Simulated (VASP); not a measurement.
Given:

```yaml
crystal:
  lattice:
    - [0.00000, 2.00316, 2.00316]
    - [2.00316, 0.00000, 2.00316]
    - [2.00316, 2.00316, 0.00000]
  atoms:
    - { symbol: Al, position: [0.00000, 0.00000, 0.00000] }
```

Computed with TPSS meta-GGA, VASP's PBE PAW potentials (set 64) (plane waves; VASP). Run with 520 eV cut-off, 17×17×17 Γ-centred mesh, tetrahedra with Blöchl corrections, potentials Al.

**Question.** What does the run give for the energy per atom (σ→0), band gap (over mesh and band path) with the smallest direct gap where there is one?

**Answer.** 
```yaml
band gap (over mesh and band path): none (metal, semimetal or under 0.01 eV)
energy per atom (σ→0): -7.920 eV/atom
```

The absolute energy has meaning only against runs of the same code, potentials and settings.

The compound is Al in the fcc structure. It was relaxed first.
